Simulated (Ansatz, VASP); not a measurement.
## Cross-check of Zr2Ti (Zr2Ti in the C11b ordering) between VASP and Ansatz

One calculation is typed for both programs; each brings its own data sets. How far apart do they land? The cell is generated by rule, not measured, and may not be a known phase. Of the first pair: The two relaxations start from unlike cells of this crystal (the structure described is Ansatz's start), so only their ends are compared.

Main program and level: Ansatz 0.2.0; plane waves, with VASP 6.6.1 beside it; relaxation of cell and atoms at PBE.

### Step 1. Starting point

It takes space group I4/mmm (No. 139, tetragonal). The conventional cell has a = 3.497 Å, b = 3.497 Å, c = 10.491 Å, α = 90.00°, β = 90.00°, γ = 90.00°. Ti has 8 Zr at 3.03 Å nearest. Nearest to Zr lie 4 Ti at 3.03 Å and 4 Zr at 3.03 Å. Farther neighbours are not listed.

### Step 2. Ansatz: relaxation of cell and atoms, PBE, pair 1

Ansatz runs on its default PAW (the set named soft_2) files.

The relaxed volume is the usual yardstick between codes: in a stiff, nearly cubic crystal its relative difference is about their pressure difference at one cell divided by the bulk modulus.

input.yaml reads:

```yaml
crystal:
  lattice:
    - [3.49691, 0.0, 0.0]
    - [0.0, 3.49691, 0.0]
    - [1.74846, 1.74846, 5.24537]
  atoms:
    - { symbol: Ti, position: [0.0, 0.0, 0.0] }
    - { symbol: Zr, position: [0.66666667, 0.66666667, 0.66666667] }
    - { symbol: Zr, position: [0.33333333, 0.33333333, 0.33333333] }
kpoints:
  mp_grid: { grid: [6, 6, 6] }
hamiltonian:
  xc: pbe
scf:
  occupations: { method: gaussian, width: 0.1 }
output:
  forces: true
  stress: true
  eigenvalues: true
relax:
  adjacent_minimum: "off"
  f_tol: 0.05
  max_steps: 80
  cell: { stress_tol: 0.5 }
```

Launch:

```console
$ ansatz run input.yaml --threads 4 --pin off --max-ram 8192MiB --backend cpu --events-out ev --progress --plain --runs-dir out
```

Numbers of over 12 decimals in the logs are rounded to 6 here.

Log:

```text
The last accepted step is kept in <dir> (removed where the run ends without a failure and the disk answers)
Engine: ansatz 0.2.0, aarch64-unknown-linux-gnu
Pseudopotentials: kind: paw
Pseudopotential: Ti, paw, valence charge 12, recommended cutoff 420 eV (normal), Ti.paw.azcp
Pseudopotential: Zr, paw, valence charge 12, recommended cutoff 420 eV (normal), Zr.paw.azcp
Functional definition: PBE
  parameter kappa = 0.804
  parameter beta = 0.066725
  exchange = pbe_x(kappa = kappa, mu = beta*pi^2/3)
  correlation = pbe_c(beta = beta)
Crystal: 3 atoms, lattice volume = 64.142 Å³
Basis set: ecut = 420 eV, 1265 PW (Γ), exchange–correlation on 48×48×80 points (8 copies of the dense FFT grid, shifted against one another)
Bands: 22, of which v1, the nominal top of the filled ones, is band 18 counted from 1 (17 counted from 0)
Symmetry: 16 space group operations
Space group: I4/mmm (ITA 139), of the structure as read, at distance tolerance 4.0e-5 Å
k-points: 30 of 216
Non-local potential: Ti, projectors of the file, l = 0: 3, l = 1: 2, l = 2: 3, l = 3: 1
Non-local potential: Zr, projectors of the file, l = 0: 3, l = 1: 2, l = 2: 2, l = 3: 2
PAW form: soft (Blöchl's): semilocal exchange-correlation on the pseudo side does not see the compensation charge
PAW one-centre angular grid: Ti, 590 points (default); XC on 64 Gauss nodes
PAW one-centre angular grid: Zr, 590 points (default); XC on 64 Gauss nodes
Initial density: superposition of atomic densities (neutral atoms: chi_scale 0, normalization atom), corrected by the library's trained network
Initial wavefunctions: pseudopotential atomic-orbital guess
Functional: x = pbe(κ = 0.804, μ = 0.219515), c = pbe(β = 0.066725)
SCF iter   1: F=—  HF=-10866.986803 eV  |F-HF|=—  |Δ(HF+E_count)|=         —  Δρ=4.28e-3  dr2=3.62e-2  ethr=1.77e-3  ⟨swp⟩=4.1  Hψ=2350  notcnv=0
preconditioner: auto → Kerker (q_TF=auto, 2.478 Å⁻¹)  [metal: Δε(μ)=0.037 eV  Ē_g=2.389 eV  σ=0.100 eV  W_gap=0.21  n_scr=12 (ndim 8)  ℏωp=16.1 eV  f_vac=0.000  D(μ)=5.19/eV (n_scr^D=62)]
SCF iter   2: F=—  HF=-10866.984072 eV  |F-HF|=—  |Δ(HF+E_count)|=   2.73e-3  Δρ=1.69e-3  dr2=5.07e-3  ethr=1.01e-4  ⟨swp⟩=1.0  Hψ=900  notcnv=0
SCF iter   3: F=—  HF=-10866.983512 eV  |F-HF|=—  |Δ(HF+E_count)|=   5.60e-4  Δρ=4.63e-4  dr2=1.98e-4  ethr=1.41e-5  ⟨swp⟩=2.3  Hψ=913  notcnv=0
SCF iter   4: F=—  HF=-10866.983480 eV  |F-HF|=—  |Δ(HF+E_count)|=   3.26e-5  Δρ=7.97e-5  dr2=5.64e-6  ethr=5.50e-7  ⟨swp⟩=2.1  Hψ=846  notcnv=0
SCF iter   5: F=—  HF=-10866.983430 eV  |F-HF|=—  |Δ(HF+E_count)|=   4.97e-5  Δρ=1.57e-5  dr2=1.29e-7  ethr=1.57e-8  ⟨swp⟩=2.1  Hψ=1085  notcnv=0
SCF iter   6: F=-10866.983430 eV  HF=-10866.983430 eV  |F-HF|=1.86e-9  |Δ(HF+E_count)|=   1.80e-8  Δρ=3.15e-6  dr2=5.84e-9  ethr=2.78e-10  ⟨swp⟩=4.5  Hψ=2144  notcnv=0
SCF 1 converged in 6 iterations: F = -10866.983430 eV  dr2 = 5.84e-9
  greatest PAW one-centre occupation: 0.999 electrons in one spin orbital (limit 2), on the Ti atom at site 0 (counted from 0), in its partial waves of l = 0
relax step   1: F+E_penalty+E_count = -10866.98342994 eV  Δ(F+E_penalty+E_count) = +0.000e0 eV  max|allowed force component| = 7.301e-1 eV/Å  Δτ_max = 0.0000 Å  P = -1.762 GPa  Ω = 64.142 Å³  (6 SCF iters, dr2 threshold 1.00e-7 eV, accepted)
[...]
relax step   4: F+E_penalty+E_count = -10867.06143682 eV  Δ(F+E_penalty+E_count) = -1.089e-3 eV  max|allowed force component| = 5.357e-2 eV/Å  Δτ_max = 0.0012 Å  P = +0.092 GPa  Ω = 62.912 Å³  energy of the carried Pulay correction = +1.259e-4 eV  (6 SCF iters, dr2 threshold 3.00e-7 eV, accepted)
[...]
relax step   5: F+E_penalty+E_count = -10867.06175879 eV  Δ(F+E_penalty+E_count) = -3.220e-4 eV  max|allowed force component| = 1.453e-3 eV/Å  Δτ_max = 0.0061 Å  P = -0.017 GPa  Ω = 63.009 Å³  energy of the carried Pulay correction = +1.158e-4 eV  (6 SCF iters, dr2 threshold 1.79e-7 eV, accepted)
[...]
relax step   6: F+E_penalty+E_count = -10867.06164555 eV  Δ(F+E_penalty+E_count) = +1.132e-4 eV  max|allowed force component| = 1.424e-3 eV/Å  Δτ_max = 0.0000 Å  P = -0.016 GPa  Ω = 63.009 Å³  stress off target by 2.07e-2 GPa  SCF on the basis re-selected at this cell (its energy is not comparable with the rows above)  (7 SCF iters)
basis re-selected at this cell: Δ(F+E_penalty+E_count) = +1.132e-4 eV, ΔP = +0.001 GPa vs the last step (what re-selecting the basis moved, of the pressure what is left beyond the Pulay correction that the steps carried, after the strain that the cell walked since its last selection, with what the two solves' SCF thresholds leave and, on support functions, any second-order correction that the steps lacked; it is no m [...]
SCF converged after 7 iterations
Free energy (F): -10867.061646 eV
Harris-Foulkes:  -10867.061646 eV  (|F-HF|=3.64e-12)
Internal energy: -10867.042957 eV  (E = F + TS)
E sigma→0 (E₀):  -10867.052301 eV
Entropy (-TS):   -0.018689 eV (-6.230 meV/atom)
Fermi energy:    13.796098 eV
--- Per-component energies (eV) ---
  E_band       = -339.426827
  E_kinetic    = 939.162601
  E_local      = -2084.643345  (includes V_loc(G=0)·N_el)
  E_nonlocal   = 170.421749
  E_hartree    = 735.938851
  E_xc         = -420.571461
  E_vxc        = -503.555962  (∫ρ·V_xc dr)
  E_paw        = -6956.333086  (= ΣΔE_a)
  E_vpaw       = -332.689748  (= ΣTr[D̂ρ^β])
  E_aug_tail   = 0.000177  (compensation charges beyond the density's cutoff)
  E_ewald      = -3251.018442
  E_smearing   = -0.018689  (= −TS)
  E_closure    = 0.000000  (closes the sum)
  Σ components = -10867.061646   (vs F -10867.061646, Δ=0.00e0)
--- Forces (eV/Å), atoms counted from 1 ---
  atom   1  Ti    -0.00000000    -0.00000000     0.00000000
  atom   2  Zr    -0.00000000    -0.00000000    -0.00142364
  atom   3  Zr     0.00000000     0.00000000     0.00142364
  max |Σ_I F_I| component: 1.73e-18 eV/Å
--- Stress (GPa, compression-positive) ---
       -0.020713       0.000000       0.000000
        0.000000      -0.020713       0.000000
        0.000000       0.000000      -0.007863
  P = ⅓ Tr σ = -0.0164 GPa (-0.164 kbar)
--- Band table (eV; the first three rows and the last of 30) ---
  k-point 0: bands = [... 14 lower, 12.3861, 12.4178, 12.5478, 14.6129, 14.8817, 14.8817, 15.9697, 15.9697]
  k-point 1: bands = [... 14 lower, 11.8038, 12.2596, 13.2030, 14.6854, 14.8427, 14.8427, 15.3435, 15.3435]
  k-point 2: bands = [... 14 lower, 11.4361, 11.6686, 14.1581, 14.7673, 14.7673, 14.8676, 14.9066, 14.9066]
  k-point 29: bands = [... 14 lower, 12.6264, 12.9446, 13.2995, 13.5474, 13.5788, 14.3980, 14.9705, 16.2680]
--- Relaxed structure (5 steps of the walk, 5 accepted, 1 SCFs on fresh bases) ---
  F+E_penalty+E_count = -10867.06164555 eV   max|allowed force component| = 1.424e-3 eV/Å   (the final SCF, on the basis selected at the relaxed cell)
  cell:  # Å, volume = 63.0093 Å³
    - [3.505416, -3.981408948846825e-13, -1.670719141879804e-6]
    - [-3.9814089488408034e-13, 3.505416, -1.6707191418785418e-6]
    - [1.752710, 1.752710, 5.127729]
  atoms:
    - { symbol: Ti, position: [0, 0, 1.102383928423736e-19] }
    - { symbol: Zr, position: [0.658211, 0.658211, 0.683579] }
    - { symbol: Zr, position: [0.341789, 0.341789, 0.316421] }
```

In the SCF lines HF is the Harris–Foulkes energy and dr2 the Hartree energy of the density residual, in eV; the loop may stop once dr2 is under the threshold and the program's other checks hold. Hψ counts applications of the Hamiltonian.

### Step 3. VASP: relaxation of cell and atoms, PBE, pair 1

Its own start cell and the same functional, mesh and smearing now go to VASP, with its own data sets.

Lines of VASP's logs that name or quote its potential files are left out, and so is its time.

INCAR reads:

```
SYSTEM = Zr2Ti
PREC = Accurate
ENCUT = 500
EDIFF = 1E-07
NELM = 120
ISMEAR = 0
SIGMA = 0.1
LREAL = .FALSE.
ALGO = Normal
GGA = PE
NBANDS = 24
LASPH = .TRUE.
LORBIT = 11
LWAVE = .FALSE.
LCHARG = .FALSE.
ISIF = 3
IBRION = 2
NSW = 80
EDIFFG = -0.005
GGA_COMPAT = .FALSE.
NELMIN = 4
KPAR = 2
```

POSCAR reads:

```
Zr2Ti
1.0
    3.5003814019      0.0000000000     -0.0000019882
    0.0000000000      3.5003814019     -0.0000019882
    1.7501926605      1.7501926605      5.1398201732
Ti Zr
1 2
Direct
    0.0000000000      0.0000000000      0.0000000000
    0.6581452730      0.6581452730      0.6837098354
    0.3418549177      0.3418549177      0.3162903553
```

KPOINTS reads:

```
Automatic mesh
0
Gamma
6 6 6
0 0 0
```

PAW data sets: Ti_sv and Zr_sv (PBE family, release 64).

Launch:

```console
$ mpirun -np 2 vasp_std
```

Log:

```text
[banner, memory and clock lines left out]
running    2 mpi-ranks, on    1 nodes
 distrk:  each k-point on    1 cores,    2 groups
 distr:  one band on    1 cores,    1 groups

 POSCAR found type information on POSCAR TiZr
 POSCAR found :  2 types and       3 ions
 LDA part: xc-table for (Slater+PW92), standard interpolation
 POSCAR, INCAR and KPOINTS ok, starting setup
 FFT: planning ... GRIDC
 FFT: planning ... GRID_SOFT
 FFT: planning ... GRID
 WAVECAR not read
 entering main loop
       N       E                     dE             d eps       ncg     rms          rms(c)
DAV:   1     0.419658077731E+03    0.41966E+03   -0.18249E+04  1440   0.157E+03
DAV:   2     0.946468876367E+01   -0.41019E+03   -0.40263E+03  1600   0.480E+02
DAV:   3    -0.245825560948E+02   -0.34047E+02   -0.33316E+02  2688   0.118E+02
DAV:   4    -0.264348367894E+02   -0.18523E+01   -0.18445E+01  1976   0.246E+01
DAV:   5    -0.265137091301E+02   -0.78872E-01   -0.78861E-01  2304   0.452E+00    0.181E+01
DAV:   6    -0.267233543927E+02   -0.20965E+00   -0.27999E+01  2064   0.268E+01    0.135E+01
DAV:   7    -0.250950116495E+02    0.16283E+01   -0.33770E+01  2008   0.228E+01    0.705E+00
DAV:   8    -0.246216785448E+02    0.47333E+00   -0.20255E+00  1904   0.842E+00    0.188E+00
DAV:   9    -0.245935207602E+02    0.28158E-01   -0.39271E-01  2256   0.286E+00    0.994E-01
DAV:  10    -0.246167441560E+02   -0.23223E-01   -0.10725E-01  2024   0.192E+00    0.114E+00
DAV:  11    -0.245978949292E+02    0.18849E-01   -0.10373E-01  2008   0.146E+00    0.188E-01
DAV:  12    -0.245979940185E+02   -0.99089E-04   -0.12807E-03  1968   0.179E-01    0.156E-01
DAV:  13    -0.245979882447E+02    0.57737E-05   -0.16295E-04  2040   0.913E-02    0.102E-01
DAV:  14    -0.245980066919E+02   -0.18447E-04   -0.55200E-05  2000   0.563E-02    0.802E-02
DAV:  15    -0.245979881362E+02    0.18556E-04   -0.54826E-05  2080   0.362E-02    0.570E-02
DAV:  16    -0.245979868085E+02    0.13277E-05   -0.99430E-06  1824   0.233E-02    0.367E-02
DAV:  17    -0.245979858750E+02    0.93356E-06   -0.35571E-06  2008   0.128E-02    0.259E-02
DAV:  18    -0.245979858636E+02    0.11352E-07   -0.71883E-07  1792   0.606E-03
   1 F= -.24597986E+02 E0= -.24588729E+02  d E =-.245980E+02
[...]
2 F= -.24597914E+02 E0= -.24588648E+02  d E =0.717807E-04
[...]
3 F= -.24597984E+02 E0= -.24588726E+02  d E =0.207939E-05
[...]
4 F= -.24597985E+02 E0= -.24588728E+02  d E =0.998456E-06
 curvature:  -0.08 expect dE=-0.895E-06 dE for cont linesearch -0.351E-06
 ZBRENT: bisectioning
 opt :   0.0767  next Energy=   -24.597986 (dE=-0.120E-06)
 bond charge predicted
       N       E                     dE             d eps       ncg     rms          rms(c)
DAV:   1    -0.245979950208E+02   -0.10176E-04   -0.25887E-04  1832   0.157E-01    0.289E-02
DAV:   2    -0.245979952137E+02   -0.19288E-06   -0.12074E-04  2024   0.671E-02    0.209E-02
DAV:   3    -0.245979880275E+02    0.71862E-05   -0.84095E-05  2200   0.399E-02    0.965E-03
DAV:   4    -0.245979865759E+02    0.14516E-05   -0.93676E-06  2264   0.188E-02    0.401E-03
DAV:   5    -0.245979863325E+02    0.24338E-06   -0.67862E-07  1792   0.405E-03    0.200E-03
DAV:   6    -0.245979861213E+02    0.21120E-06   -0.12276E-07  1032   0.202E-03    0.120E-03
DAV:   7    -0.245979858625E+02    0.25881E-06   -0.17784E-07  1168   0.190E-03    0.407E-04
DAV:   8    -0.245979858823E+02   -0.19780E-07   -0.19238E-08   744   0.920E-04
   5 F= -.24597986E+02 E0= -.24588730E+02  d E =-.186637E-07
 curvature:  -0.24 expect dE=-0.163E-05 dE for cont linesearch -0.218E-06
 trial: gam= 0.00000 g(F)=  0.328E-07 g(S)=  0.666E-05 ort =-0.879E-05 (trialstep = 0.815E+00)
 search vector abs. value=  0.669E-05
 reached required accuracy - stopping structural energy minimisation
```

Parts of OUTCAR (step 3):

```text
ion  position               nearest neighbor table
   1  0.000  0.000  0.000-   2 2.96   2 2.96   2 2.96   3 2.96   3 2.96   3 2.96   3 2.96   2 2.96

  LATTYP: Found a body centered tetragonal cell.
 ALAT       =     3.5003814019
 C/A-ratio  =     2.9367212148

 Subroutine GETGRP returns: Found 16 space group operations
 (whereof 16 operations were pure point group operations)

The static configuration has the point symmetry D_4h.

 Found     30 irreducible k-points:

   k-points           NKPTS =     30   k-points in BZ     NKDIM =     30   number of bands    NBANDS=     24

   dimension x,y,z NGX =    28 NGY =   28 NGZ =   42
   dimension x,y,z NGXF=    56 NGYF=   56 NGZF=   84

   ENCUT  =  500.0 eV  36.75 Ry    6.06 a.u.   6.38  6.38 10.40*2*pi/ulx,y,z

   NELECT =      36.0000    total number of electrons

 k-points in reciprocal lattice and weights: Automatic mesh
   0.00000000  0.00000000  0.00000000       0.005
   0.16666667  0.00000000  0.00000000       0.037
   0.33333333  0.00000000  0.00000000       0.037
   0.50000000  0.00000000  0.00000000       0.019
   0.16666667  0.16666667 -0.00000000       0.037
   0.33333333  0.16666667  0.00000000       0.074
   0.50000000  0.16666667  0.00000000       0.074
  -0.33333333  0.16666667  0.00000000       0.074
  -0.16666667  0.16666667  0.00000000       0.019
[...]
-0.16666667 -0.16666667  0.33333333       0.019
  -0.00000000 -0.00000000  0.50000000       0.005

 average (electrostatic) potential at core
       1 -71.8779       2 -74.4392       3 -74.4392

 E-fermi :   8.7105

 k-point     1 :       0.0000    0.0000    0.0000
  band No.  band energies     occupation
    ...
     13       3.1473      2.00000
     14       6.7056      2.00000
     15       7.2999      2.00000
     16       7.3326      2.00000
     17       7.4477      2.00000
     18       9.5470      0.00000
     19       9.7874      0.00000
     20       9.7874      0.00000
     21      10.8975      0.00000
     22      10.8975      0.00000
    ...

 k-point     2 :       0.1667    0.0000    0.0000
  band No.  band energies     occupation
    ...
     13       3.6663      2.00000
     14       6.8069      2.00000
     15       7.0663      2.00000
     16       7.4721      2.00000
     17       7.9470      2.00000
     18       9.3916      0.00000
     19       9.6200      0.00000
     20       9.7390      0.00000
     21      10.2193      0.00000
     22      10.5689      0.00000
    ...

 k-point     3 :       0.3333    0.0000    0.0000
  band No.  band energies     occupation
    ...
     13       4.9787      2.00000
     14       6.3138      2.00000
     15       6.9286      2.00000
     16       7.9271      2.00000
     17       8.4817      1.99879
     18       9.1743      0.00000
     19       9.2015      0.00000
     20       9.3175      0.00000
     21       9.7568      0.00000
     22      10.5647      0.00000
    ...

  Total        0.0134940      0.0134940     -0.0070670     -0.0000000     -0.0000000     -0.0000000
  in kB        0.3433506      0.3433506     -0.1798167     -0.0000000     -0.0000003     -0.0000003
  external PRESSURE =       0.1689615 kB  Pullay stress =       0.0000000 kB

  energy-cutoff  :      500.00
  volume of cell :       62.97
      direct lattice vectors                 reciprocal lattice vectors
     3.500232995 -0.000000000 -0.000001988     0.285695212 -0.000000055 -0.097286310
    -0.000000000  3.500232995 -0.000001988    -0.000000055  0.285695212 -0.097286310
     1.750118457  1.750118457  5.139473010     0.000000111  0.000000111  0.194572403

 POSITION                                       TOTAL-FORCE (eV/Angst)
 -----------------------------------------------------------------------------------
      0.00000      0.00000      0.00000        -0.000000      0.000000      0.000000
      3.50024      3.50024      3.51391        -0.000000     -0.000000     -0.000583
      1.75012      1.75012      1.62556         0.000000      0.000000      0.000583
 -----------------------------------------------------------------------------------
    total drift:                               -0.001759     -0.001759     -0.001686

  FREE ENERGIE OF THE ION-ELECTRON SYSTEM (eV)
  ---------------------------------------------------
  free  energy   TOTEN  =       -24.5979858823 eV

  energy  without entropy=      -24.5794737175  energy(sigma->0) =      -24.58872980

 reached required accuracy - stopping structural energy minimisation

 total charge
# of ion       s       p       d       tot
------------------------------------------
    1        2.237   6.099   1.905  10.242
    2        2.230   5.951   1.702   9.883
    3        2.230   5.951   1.702   9.883
--------------------------------------------------
tot          6.698  18.001   5.310  30.008

[... 3 further parts left out ...]
```

CONTCAR:

```
Zr2Ti
   1.00000000000000
     3.5002329948059163   -0.0000000000000000   -0.0000019880715531
    -0.0000000000000000    3.5002329948059163   -0.0000019880715531
     1.7501184568612975    1.7501184568612975    5.1394730098175714
  Ti              Zr
     1     2
Direct
     0.0000000000000000    0.0000000000000000    0.0000000000000000
     0.6581446429074370    0.6581446429074370    0.6837110955851369
     0.3418555477925628    0.3418555477925628    0.3162890951148631
```

The k-mesh is coarse for a metal.

[end of part 1 of 2]

[Lines on the potential files, build, host, timing and source positions are cut from VASP's logs without a mark.]

[Logs are printed without paths, hosts, clocks, repeated set-up lines and the standing remarks that a program may print on its own settings, such as how far it seeks lower states.]

[Hosts, paths, dates, database ids (printed as entryN), source tags and the programs' standing remarks are cut or masked in the printed files.]
